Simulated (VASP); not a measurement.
Input:

```xyz
2
Lattice="1.4571 -2.5238 0.0000 1.4571 2.5238 0.0000 0.0000 0.0000 5.3954" Properties=species:S:1:pos:R:3 pbc="T T T"
Cd     1.4571     0.8413     1.3488
Cd     1.4571    -0.8413     4.0465
```

Calculation: LDA (Ceperley-Alder, Perdew-Zunger) with spin-orbit coupling, VASP's LDA PAW potentials (set 64) (plane waves; VASP 6.6.1). Settings: 400 eV cut-off, 13×13×6 Γ-centred mesh, Gaussian smearing of 0.050 eV, potentials Cd.

Problem. What does the run give for the energy per atom (σ→0), band gap (over mesh and band path) with the smallest direct gap where there is one?

Solution. 
```yaml
band gap (over mesh and band path): none (metal, semimetal or under 0.01 eV)
energy per atom (σ→0): -1.558 eV/atom
```

Only differences to runs with the same potentials and settings are physical.

The compound is Cd in the hcp structure. It was relaxed first, which changed the volume by -8 %.
